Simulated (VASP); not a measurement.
Level of theory: revPBE GGA, VASP's PBE PAW potentials (set 64) (plane waves; VASP 6.6.1).

VASP input:

**KPOINTS**
```
Automatic mesh
0
Gamma
7 7 7
0 0 0
```

### POSCAR
```
CuI
1.0
  0.0000000000   3.0250000000   3.0250000000
  3.0250000000   0.0000000000   3.0250000000
  3.0250000000   3.0250000000   0.0000000000
Cu I
1 1
Direct
  0.0000000000   0.0000000000   0.0000000000
  0.2500000000   0.2500000000   0.2500000000
```

### INCAR
```
! general
SYSTEM =CuI
PREC   =Accurate
ENCUT  =520   ! plane-wave cut-off (eV)
LREAL  =.FALSE.   ! projection in real space or not
LASPH  =.TRUE.

! electronic loop
EDIFF  =1E-6   ! SCF stop (eV)
NELM   =100
ALGO   =Normal   ! blocked Davidson
LMAXMIX=4   ! l cut-off of mixed one-centre charges

! smearing
ISMEAR =0
SIGMA  =0.05   ! width (eV)

! functional
GGA    =RE   ! revPBE

! ions
IBRION =2
NSW    =60   ! most ionic steps
ISIF   =3
EDIFFG =-0.01   ! ionic stop

! output
LWAVE  =.FALSE.
LCHARG =.FALSE.
```

POTCAR, in this order: Cu I (PBE.64 set). Program: vasp_std.

Output of the run:

**OSZICAR**
```
       N       E                     dE             d eps       ncg     rms          rms(c)
DAV:   1     0.111659959925E+03    0.11166E+03   -0.80130E+03   520   0.145E+03
DAV:   2     0.282954793694E+01   -0.10883E+03   -0.10198E+03   535   0.271E+02
DAV:   3    -0.484359155044E+01   -0.76731E+01   -0.75644E+01   700   0.831E+01
DAV:   4    -0.511137540025E+01   -0.26778E+00   -0.26759E+00   648   0.142E+01
DAV:   5    -0.511713438692E+01   -0.57590E-02   -0.57588E-02   742   0.202E+00    0.514E+00
DAV:   6    -0.504727921769E+01    0.69855E-01   -0.29966E+00   554   0.500E+01    0.332E+00
DAV:   7    -0.492932420654E+01    0.11796E+00   -0.69191E-01   560   0.295E+01    0.178E+00
DAV:   8    -0.493351914222E+01   -0.41949E-02   -0.41091E-02   796   0.302E+00    0.438E-01
DAV:   9    -0.493133238681E+01    0.21868E-02   -0.13341E-02   661   0.370E+00    0.109E-01
DAV:  10    -0.493174088670E+01   -0.40850E-03   -0.10579E-03   575   0.326E-01    0.417E-02
DAV:  11    -0.493177684424E+01   -0.35958E-04   -0.21620E-04   680   0.406E-01    0.322E-02
DAV:  12    -0.493177808043E+01   -0.12362E-05   -0.14712E-05   755   0.629E-02    0.269E-02
DAV:  13    -0.493177941140E+01   -0.13310E-05   -0.19756E-05   707   0.130E-01    0.726E-03
DAV:  14    -0.493178096524E+01   -0.15538E-05   -0.38748E-06   682   0.253E-02    0.738E-03
DAV:  15    -0.493178061624E+01    0.34900E-06   -0.36081E-07   315   0.188E-02
   1 F= -.49317806E+01 E0= -.49317806E+01  d E =-.493178E+01
       N       E                     dE             d eps       ncg     rms          rms(c)
DAV:   1    -0.562250433823E+01   -0.69072E+00   -0.12474E+01   520   0.906E+01    0.603E+00
DAV:   2    -0.510113022110E+01    0.52137E+00   -0.50792E+00   575   0.855E+01    0.171E+00
DAV:   3    -0.497732394973E+01    0.12381E+00   -0.84816E-01   535   0.278E+01    0.121E+00
DAV:   4    -0.495211298282E+01    0.25211E-01   -0.10267E-01   769   0.603E+00    0.364E-01
DAV:   5    -0.495164294821E+01    0.47003E-03   -0.21570E-03   700   0.728E-01    0.283E-01
DAV:   6    -0.495099967733E+01    0.64327E-03   -0.79537E-04   801   0.791E-01    0.515E-02
DAV:   7    -0.495101028953E+01   -0.10612E-04   -0.36335E-04   814   0.378E-01    0.273E-02
DAV:   8    -0.495101263378E+01   -0.23443E-05   -0.35082E-06   609   0.173E-02    0.200E-02
DAV:   9    -0.495101751794E+01   -0.48842E-05   -0.13543E-05   538   0.594E-02    0.135E-03
DAV:  10    -0.495101800753E+01   -0.48960E-06   -0.78002E-07   510   0.212E-02
   2 F= -.49510180E+01 E0= -.49510180E+01  d E =-.192374E-01
       N       E                     dE             d eps       ncg     rms          rms(c)
DAV:   1    -0.495910706011E+01   -0.80895E-02   -0.13750E-01   520   0.914E+00    0.695E-01
DAV:   2    -0.495388437827E+01    0.52227E-02   -0.80216E-02   520   0.893E+00    0.264E-01
DAV:   3    -0.495131125141E+01    0.25731E-02   -0.15038E-02   520   0.401E+00    0.120E-01
DAV:   4    -0.495106210579E+01    0.24915E-03   -0.92291E-04   570   0.271E-01    0.423E-02
DAV:   5    -0.495104797283E+01    0.14133E-04   -0.39342E-05   805   0.158E-01    0.353E-02
DAV:   6    -0.495104168325E+01    0.62896E-05   -0.92680E-06   785   0.409E-02    0.124E-02
DAV:   7    -0.495104104018E+01    0.64307E-06   -0.22589E-06   553   0.462E-02
   3 F= -.49510410E+01 E0= -.49510410E+01  d E =-.192604E-01
       N       E                     dE             d eps       ncg     rms          rms(c)
DAV:   1    -0.495187359227E+01   -0.83191E-03   -0.13515E-02   520   0.285E+00    0.222E-01
DAV:   2    -0.495138110410E+01    0.49249E-03   -0.84094E-03   520   0.281E+00    0.878E-02
DAV:   3    -0.495109782634E+01    0.28328E-03   -0.15940E-03   520   0.133E+00    0.366E-02
DAV:   4    -0.495107522049E+01    0.22606E-04   -0.90932E-05   530   0.657E-02    0.144E-02
DAV:   5    -0.495107358087E+01    0.16396E-05   -0.58951E-06   693   0.706E-02    0.114E-02
DAV:   6    -0.495107300533E+01    0.57554E-06   -0.75027E-07   285   0.124E-02
   4 F= -.49510730E+01 E0= -.49510730E+01  d E =-.192924E-01
```

**OUTCAR**
```
------------------------ aborting loop because EDIFF is reached ----------------------------------------
  FORCE on cell =-STRESS in cart. coord.  units (eV):
  Direction    XX          YY          ZZ          XY          YZ          ZX
  --------------------------------------------------------------------------------------
  Total       -0.0117449     -0.0117449     -0.0117449     -0.0000000      0.0000000      0.0000000
  in kB       -0.3216589     -0.3216589     -0.3216589     -0.0000000      0.0000000      0.0000000
  external PRESSURE =      -0.3216589 kB  Pullay stress =       0.0000000 kB
  volume of cell :       58.50
      direct lattice vectors                 reciprocal lattice vectors
     0.000000000  3.081137987  3.081137987    -0.162277705  0.162277705  0.162277705
     3.081137987  0.000000000  3.081137987     0.162277705 -0.162277705  0.162277705
     3.081137987  3.081137987  0.000000000     0.162277705  0.162277705 -0.162277705
  FREE ENERGIE OF THE ION-ELECTRON SYSTEM (eV)
  ---------------------------------------------------
  free  energy   TOTEN  =        -4.9510730053 eV

  energy  without entropy=       -4.9510730053  energy(sigma->0) =       -4.95107301

 reached required accuracy - stopping structural energy minimisation
```
(Selected blocks of OUTCAR.)

### CONTCAR
```
CuI
   1.00000000000000
     0.0000000000000000    3.0811379869799191    3.0811379869799191
     3.0811379869799191    0.0000000000000000    3.0811379869799191
     3.0811379869799191    3.0811379869799191    0.0000000000000000
  Cu              I
     1     1
Direct
     0.0000000000000000    0.0000000000000000    0.0000000000000000
     0.2500000000000000    0.2500000000000000    0.2500000000000000
```

Energy and stress use the plane-wave basis of the starting cell.

The compound is CuI in the zinc blende structure. This run relaxes it. Symmetry was kept, so distortions that lower it aren't found.
